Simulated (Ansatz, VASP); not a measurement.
**Cross-check of Si (amorphous Si) between VASP and Ansatz**

One calculation is typed for both programs; each brings its own data sets. How far apart do they land? The cell is taken from a series of runs on this material, whose earlier steps may have relaxed, scaled, displaced or heated it; both programs get it as it stands.

Method: plane waves, with VASP 6.6.1 beside it; PBE, in Ansatz 0.2.0.

**1. The starting structure**

The cell holds 132 atoms: 132 Si. Its edges and angles: a = 13.966 Å, b = 13.966 Å, c = 13.966 Å, α = 90.0°, β = 90.0°, γ = 90.0°. As first built, before any earlier steps moved the atoms or strained the cell (in the runner's words): 132 atoms (132 Si) placed at random at 2.26 g/cm^3, melted at 2500 K for 20 ps at fixed volume with the modified Tersoff potential (Kumagai, Izumi, Hara and Sakai, Comput. Mater. Sci. 39, 457 (2007)). Quenched from 2500 K to 300 K at 20 K/ps and fixed volume, held 5 ps. The density is a measured one.

**2. VASP: single point, PBE**

A single point takes one fixed geometry, so differences don't come from the geometry; what else differs is listed under the comparison.

Lines of VASP's logs that name or quote its potential files are left out, and so is its time.

File INCAR:

```
SYSTEM = Si
PREC = Accurate
ENCUT = 500
EDIFF = 1E-06
NELM = 120
ISMEAR = 0
SIGMA = 0.025
LREAL = Auto
ALGO = Normal
GGA = PE
NBANDS = 356
LORBIT = 11
LWAVE = .FALSE.
LCHARG = .FALSE.
ISIF = 2
LASPH = .TRUE.
GGA_COMPAT = .FALSE.
EFERMI = MIDGAP
```

File POSCAR:

```
Si
1.0
   13.9657000000      0.0000000000      0.0000000000
    0.0000000000     13.9657000000      0.0000000000
    0.0000000000      0.0000000000     13.9657000000
Si
132
Direct
    0.1031200000      0.1865300000      0.3653900000
    0.1027400000      0.9983300000      0.7922500000
    0.1744800000      0.1429400000      0.1443000000
    0.2253900000      0.3030900000      0.1363700000
    0.6412000000      0.7630300000      0.1599000000
    0.6964100000      0.0680200000      0.0853300000
    0.7978400000      0.8157100000      0.1818300000
    0.6813200000      0.8578700000      0.7620400000
    0.9152400000      0.7138600000      0.9035000000
    0.8434200000      0.1654700000      0.6826600000
    0.7024100000      0.0744900000      0.9032400000
    0.2430500000      0.1398500000      0.5951000000
    0.3459900000      0.6180200000      0.5845000000
    0.9910600000      0.4702200000      0.8325500000
    0.5983800000      0.5044600000      0.1250200000
    0.9814600000      0.9909300000      0.5160300000
    0.2568400000      0.1506200000      0.9124300000
    0.4385000000      0.1916900000      0.4135700000
    0.3706500000      0.8998100000      0.6045100000
    0.0379500000      0.8771600000      0.1876900000
    0.2563000000      0.3070100000      0.5563600000
    0.9205100000      0.7208300000      0.5598900000
    0.0739900000      0.7382000000      0.8319000000
    0.9644100000      0.1081400000      0.0376400000
    0.1723800000      0.7978500000      0.9599300000
    0.8328100000      0.9725500000      0.1155500000
    0.9868100000      0.2531800000      0.4797900000
    0.2323800000      0.6602200000      0.0327800000
    0.4459000000      0.9420000000      0.4583600000
    0.9544300000      0.8662000000      0.6262600000
[... 96 atom lines left out ...]
    0.2259900000      0.5298800000      0.6763200000
    0.5317700000      0.8670600000      0.2334000000
    0.0965700000      0.3895400000      0.0673300000
    0.6285700000      0.0215900000      0.7538600000
    0.8559300000      0.1253900000      0.8493200000
    0.2805200000      0.3725100000      0.7164800000
```

File KPOINTS:

```
Automatic mesh
0
Gamma
1 1 1
0 0 0
```

The projector-augmented-wave data sets are Si (PBE family, release 64).

On the command line:

```bash
> export OMP_NUM_THREADS=3
> mpirun -np 1 vasp_gam
```

Numbers of over 12 decimals in the logs are rounded to 6 here.

What it wrote:

```text
[banner, memory and clock lines left out]
running    1 mpi-ranks, on    1 nodes
[...]
Offloading initialized ...    1 GPUs detected
[...]
LDA part: xc-table for (Slater+PW92), standard interpolation
 POSCAR, INCAR and KPOINTS ok, starting setup
[...]
entering main loop
       N       E                     dE             d eps       ncg     rms          rms(c)
DAV:   1     0.252780346558E+04    0.25278E+04   -0.22383E+05   712   0.127E+03
DAV:   2    -0.379442577557E+03   -0.29072E+04   -0.27216E+04   900   0.211E+02
DAV:   3    -0.691625803127E+03   -0.31218E+03   -0.30393E+03   896   0.611E+01
DAV:   4    -0.701847543379E+03   -0.10222E+02   -0.10116E+02   880   0.129E+01
[...]
DAV:  17    -0.688502861813E+03   -0.24858E-05   -0.11554E-06   600   0.153E-03    0.248E-03
DAV:  18    -0.688502863445E+03   -0.16320E-05   -0.11843E-06   512   0.142E-03    0.180E-03
DAV:  19    -0.688502863471E+03   -0.25576E-07   -0.18116E-07   440   0.613E-04
   1 F= -.68850286E+03 E0= -.68850286E+03  d E =-.423308E-05
```

Parts of OUTCAR (step 2):

```text
  FREE ENERGIE OF THE ION-ELECTRON SYSTEM (eV)
  ---------------------------------------------------
  free  energy   TOTEN  =      -688.5028634706 eV

  energy  without entropy=     -688.5028592375  energy(sigma->0) =     -688.50286135
```

The run ends at a pressure of -0.29 GPa, with forces up to 0.017 eV/Å.

**3. Ansatz: single point, PBE**

Ansatz runs on its default PAW (the set named soft_2) files.

The same cell, functional, mesh and smearing now go to Ansatz, which takes its cutoff from its data sets.

File input.yaml:

```yaml
crystal:
  lattice:
    - [13.9657, 0.0, 0.0]
    - [0.0, 13.9657, 0.0]
    - [0.0, 0.0, 13.9657]
  atoms:
    - { symbol: Si, position: [0.10312, 0.18653, 0.36539] }
    - { symbol: Si, position: [0.10274, 0.99833, 0.79225] }
    - { symbol: Si, position: [0.17448, 0.14294, 0.1443] }
    - { symbol: Si, position: [0.22539, 0.30309, 0.13637] }
    - { symbol: Si, position: [0.6412, 0.76303, 0.1599] }
    - { symbol: Si, position: [0.69641, 0.06802, 0.08533] }
    - { symbol: Si, position: [0.79784, 0.81571, 0.18183] }
    - { symbol: Si, position: [0.68132, 0.85787, 0.76204] }
    - { symbol: Si, position: [0.91524, 0.71386, 0.9035] }
    - { symbol: Si, position: [0.84342, 0.16547, 0.68266] }
    - { symbol: Si, position: [0.70241, 0.07449, 0.90324] }
    - { symbol: Si, position: [0.24305, 0.13985, 0.5951] }
    - { symbol: Si, position: [0.34599, 0.61802, 0.5845] }
    - { symbol: Si, position: [0.99106, 0.47022, 0.83255] }
    - { symbol: Si, position: [0.59838, 0.50446, 0.12502] }
    - { symbol: Si, position: [0.98146, 0.99093, 0.51603] }
    - { symbol: Si, position: [0.25684, 0.15062, 0.91243] }
    - { symbol: Si, position: [0.4385, 0.19169, 0.41357] }
    - { symbol: Si, position: [0.37065, 0.89981, 0.60451] }
    - { symbol: Si, position: [0.03795, 0.87716, 0.18769] }
    - { symbol: Si, position: [0.2563, 0.30701, 0.55636] }
    - { symbol: Si, position: [0.92051, 0.72083, 0.55989] }
    - { symbol: Si, position: [0.07399, 0.7382, 0.8319] }
    - { symbol: Si, position: [0.96441, 0.10814, 0.03764] }
    - { symbol: Si, position: [0.17238, 0.79785, 0.95993] }
    - { symbol: Si, position: [0.83281, 0.97255, 0.11555] }
    - { symbol: Si, position: [0.98681, 0.25318, 0.47979] }
    - { symbol: Si, position: [0.23238, 0.66022, 0.03278] }
    - { symbol: Si, position: [0.4459, 0.942, 0.45836] }
    - { symbol: Si, position: [0.95443, 0.8662, 0.62626] }
[... 96 atom lines left out ...]
    - { symbol: Si, position: [0.22599, 0.52988, 0.67632] }
    - { symbol: Si, position: [0.53177, 0.86706, 0.2334] }
    - { symbol: Si, position: [0.09657, 0.38954, 0.06733] }
    - { symbol: Si, position: [0.62857, 0.02159, 0.75386] }
    - { symbol: Si, position: [0.85593, 0.12539, 0.84932] }
    - { symbol: Si, position: [0.28052, 0.37251, 0.71648] }
kpoints:
  mp_grid: { grid: [1, 1, 1] }
hamiltonian:
  xc: pbe
scf:
  occupations: { method: gaussian, width: 0.025 }
output:
  forces: true
  stress: true
  populations: true
  dos:
    method: { smearing: { sigma: 0.15 } }
    de: 0.1
    projected: { site_lists: { Si: [Si] } }
  eigenvalues: true
  write_density: true
  write_potential: true
  volumetric_format: npy
```

On the command line:

```bash
> ansatz run input.yaml --threads 4 --pin off --max-ram 8192MiB --backend cpu --events-out ev --progress --plain --runs-dir out
```

What it wrote:

```text
Engine: ansatz 0.2.0, aarch64-unknown-linux-gnu
Pseudopotentials: kind: paw
Pseudopotential: Si, paw, valence charge 4, recommended cutoff 420 eV (normal), Si.paw.azcp
Functional definition: PBE
  parameter kappa = 0.804
  parameter beta = 0.066725
  exchange = pbe_x(kappa = kappa, mu = beta*pi^2/3)
  correlation = pbe_c(beta = beta)
Crystal: 132 atoms, lattice volume = 2723.881 Å³
Basis set: ecut = 420 eV, 52971 PW (Γ), exchange–correlation on 192×192×192 points (8 copies of the dense FFT grid, shifted against one another)
Bands: 396, of which v1, the nominal top of the filled ones, is band 264 counted from 1 (263 counted from 0)
Symmetry: 1 space group operations
Space group: P1 (ITA 1), of the structure as read, at distance tolerance 1.4e-4 Å
k-points: 1
Non-local potential: Si, projectors of the file, l = 0: 2, l = 1: 2, l = 2: 2
PAW form: soft (Blöchl's): semilocal exchange-correlation on the pseudo side does not see the compensation charge
PAW one-centre angular grid: Si, 110 points (default); XC on 64 Gauss nodes
Initial density: superposition of atomic densities (neutral atoms: chi_scale 0, normalization atom), corrected by the library's trained network
Initial wavefunctions: pseudopotential atomic-orbital guess
Functional: x = pbe(κ = 0.804, μ = 0.219515), c = pbe(β = 0.066725)
SCF iter   1: F=—  HF=-83899.494650 eV  |F-HF|=—  |Δ(HF+E_count)|=         —  Δρ=3.15e-3  dr2=1.00e0  ethr=1.77e-3  ⟨swp⟩=6.0  Hψ=1834  notcnv=0  defer=66
preconditioner: auto → Resta (q_TF=auto, 2.076 Å⁻¹)  ε∞=5.7  [insulator: Δε(μ)=0.200 eV  Ē_g=7.572 eV  σ=0.025 eV  W_gap=1.00  n_scr=436 (ndim 8)  ℏωp=16.3 eV  f_vac=0.001  D(μ)=0.00/eV (n_scr^D=0)  ε∞_Penn≈5.7]
SCF iter   2: F=—  HF=-83899.400480 eV  |F-HF|=—  |Δ(HF+E_count)|=   9.42e-2  Δρ=1.69e-3  dr2=2.12e-1  ethr=1.89e-4  ⟨swp⟩=2.0  Hψ=458  notcnv=0  defer=101
SCF iter   3: F=—  HF=-83899.385957 eV  |F-HF|=—  |Δ(HF+E_count)|=   1.45e-2  Δρ=8.67e-4  dr2=2.79e-2  ethr=4.01e-5  ⟨swp⟩=3.0  Hψ=420  notcnv=0  defer=127
SCF iter   4: F=—  HF=-83899.387367 eV  |F-HF|=—  |Δ(HF+E_count)|=   1.41e-3  Δρ=1.64e-4  dr2=1.83e-3  ethr=5.28e-6  ⟨swp⟩=3.0  Hψ=533  notcnv=0  defer=127
SCF iter   5: F=—  HF=-83899.388133 eV  |F-HF|=—  |Δ(HF+E_count)|=   7.66e-4  Δρ=5.40e-5  dr2=2.61e-4  ethr=3.47e-7  ⟨swp⟩=2.0  Hψ=399  notcnv=0  defer=127
SCF iter   6: F=—  HF=-83899.388300 eV  |F-HF|=—  |Δ(HF+E_count)|=   1.67e-4  Δρ=2.00e-5  dr2=5.20e-5  ethr=4.95e-8  ⟨swp⟩=2.0  Hψ=399  notcnv=0  defer=127
SCF iter   7: F=—  HF=-83899.388707 eV  |F-HF|=—  |Δ(HF+E_count)|=   4.06e-4  Δρ=7.45e-6  dr2=6.05e-6  ethr=9.85e-9  ⟨swp⟩=2.0  Hψ=542  notcnv=0  defer=127
SCF iter   8: F=—  HF=-83899.388710 eV  |F-HF|=—  |Δ(HF+E_count)|=   3.69e-6  Δρ=2.11e-6  dr2=3.40e-7  ethr=1.15e-9  ⟨swp⟩=2.0  Hψ=446  notcnv=0  defer=127
SCF iter   9: F=-83899.388711 eV  HF=-83899.388711 eV  |F-HF|=2.52e-8  |Δ(HF+E_count)|=   4.12e-7  Δρ=6.92e-7  dr2=3.70e-8  ethr=1.89e-11  ⟨swp⟩=19.0  Hψ=3721  notcnv=0
SCF 1 converged in 9 iterations: F = -83899.388711 eV  dr2 = 3.70e-8
  greatest PAW one-centre occupation: 0.692 electrons in one spin orbital (limit 2), on the Si atom at site 23 (counted from 0), in its partial waves of l = 0
SCF converged after 9 iterations
Free energy (F): -83899.388711 eV
Harris-Foulkes:  -83899.388711 eV  (|F-HF|=2.52e-8)
Internal energy: -83899.388706 eV  (E = F + TS)
E sigma→0 (E₀):  -83899.388709 eV
Entropy (-TS):   -0.000004 eV (-0.000 meV/atom)
Fermi energy:    6.261543 eV
--- Per-component energies (eV) ---
  E_band       = 493.717415
  E_kinetic    = 5273.294743
  E_local      = -4585.335170  (includes V_loc(G=0)·N_el)
  E_nonlocal   = 3407.927234
  E_hartree    = 1425.636985
  E_xc         = -7262.402973
  E_vxc        = -6140.061177  (∫ρ·V_xc dr)
  E_paw        = -67672.395301  (= ΣΔE_a)
  E_vpaw       = -313.382260  (= ΣTr[D̂ρ^β])
  E_aug_tail   = 0.000827  (compensation charges beyond the density's cutoff)
  E_ewald      = -14486.115051
  E_smearing   = -0.000004  (= −TS)
  E_closure    = -0.000000  (closes the sum)
  Σ components = -83899.388711   (vs F -83899.388711, Δ=0.00e0)
--- Forces (eV/Å), atoms counted from 1 ---
  atom   1  Si     0.00331376    -0.00487303    -0.00389114
  atom   2  Si     0.00155936     0.00136162     0.00092185
  atom   3  Si     0.00056397    -0.00147876     0.00115441
  atom   4  Si     0.00238412    -0.00193442    -0.00209235
  atom   5  Si    -0.00158349     0.00001233     0.00224133
  atom   6  Si     0.00322836    -0.00088451    -0.00224208
  atom   7  Si     0.00414247     0.00262203    -0.00217620
  atom   8  Si     0.00580584    -0.01445680     0.00303911
  atom   9  Si     0.00043020    -0.00171776    -0.00249391
  atom  10  Si     0.00158740    -0.00076781     0.00080875
  atom  11  Si    -0.00045119    -0.00606106    -0.00080507
  atom  12  Si    -0.00148336    -0.00155503     0.00076209
[...]
atom  99  Si    -0.00575009     0.00223288    -0.00110560
  atom 100  Si    -0.00023205    -0.00630621    -0.00116062
  atom 101  Si    -0.00522584     0.00716961     0.00323757
  atom 102  Si    -0.00217380     0.00302092    -0.00009912
  atom 103  Si    -0.00106487     0.00182063     0.00075553
  atom 104  Si     0.00069824     0.00087961    -0.00066430
  atom 105  Si    -0.00122493    -0.00189221     0.00179288
  atom 106  Si     0.00328172    -0.00372698     0.00052344
  atom 107  Si    -0.00125255     0.00182113    -0.00273676
  atom 108  Si    -0.00736258    -0.00026754     0.00528680
  atom 109  Si     0.00193518     0.00088318     0.01028290
  atom 110  Si     0.00331453    -0.00298994    -0.00008109
[...]
atom 125  Si     0.00312940     0.00097732    -0.00521173
  atom 126  Si     0.00141834     0.00128104     0.00021704
  atom 127  Si    -0.00120686     0.00071113     0.00304293
  atom 128  Si     0.00173129    -0.00045390    -0.00001470
  atom 129  Si    -0.00021985     0.00069445    -0.00255155
  atom 130  Si    -0.00392333     0.00514609     0.00676289
  atom 131  Si     0.00182581     0.00282641     0.00128660
  atom 132  Si     0.00183152     0.00302696     0.00474281
  max |Σ_I F_I| component: 2.36e-5 eV/Å
--- Stress (GPa, compression-positive) ---
       -1.121042       0.702924       0.020846
        0.702924       0.442822       0.924030
        0.020846       0.924030       0.022576
  P = ⅓ Tr σ = -0.2185 GPa (-2.185 kbar)
--- Band table (eV) ---
  k-point 0: bands = [... 260 lower, 5.6565, 5.7219, 6.0892, 6.1874, 6.3357, 6.4215, 6.5132, 6.6229, ... 128 higher]
--- Löwdin populations: 132 sites ---
  site symbol       q [e]
     0     Si      3.9381
     1     Si      3.9889
     2     Si      3.9052
     3     Si      3.9637
     4     Si      3.9665
     5     Si      3.9922
     6     Si      3.9816
     7     Si      3.9646
     8     Si      3.8862
     9     Si      3.9668
    10     Si      3.9652
    11     Si      3.9620
    12     Si      3.9535
    13     Si      3.9426
    14     Si      3.9403
    15     Si      3.9613
    16     Si      3.9576
    17     Si      3.9752
    18     Si      3.9576
    19     Si      3.9059
    20     Si      3.9700
    21     Si      3.9631
    22     Si      3.9641
    23     Si      3.9046
[...]
124     Si      3.9851
   125     Si      3.9849
   126     Si      3.9630
   127     Si      3.9896
   128     Si      3.9545
   129     Si      3.9829
   130     Si      3.9124
   131     Si      3.9721
  spilling = 0.011043 (of n_electrons = 528.000000)
```

**4. Differences**

Known differences besides the potentials themselves: the cutoff is 420 eV in Ansatz and 500 eV in VASP (PREC = Accurate, projectors in real space). Total energies have different zeros and are not compared.

Both answers:

```
              quantity  Ansatz   VASP  difference
        pressure (GPa)   -0.22  -0.29       +0.07
gap on the k mesh (eV)   0.148  0.148       0.000
```

The largest component of a force difference here is 8 meV/Å. A gap on the mesh is an upper bound, since the band edges may lie between its points.

**5. Summary of results**

```json
{
  "difference in gap on the k mesh (single point, PBE)": "-9.0e-5 eV"
}
```

**Reading.** The difference in gap on the k mesh is -9.0e-5 eV (single point, PBE), within the 0.08 eV picked in this series as the mark of a large difference. How closely two codes agree says nothing of how well the functional describes the real material.

[Lines on the potential files, build, host, timing and source positions are cut from VASP's logs without a mark.]

[Logs are printed without paths, hosts, clocks, repeated set-up lines and the standing remarks that a program may print on its own settings, such as how far it seeks lower states.]

[Hosts, paths, dates, database ids (printed as entryN), source tags and the programs' standing remarks are cut or masked in the printed files.]
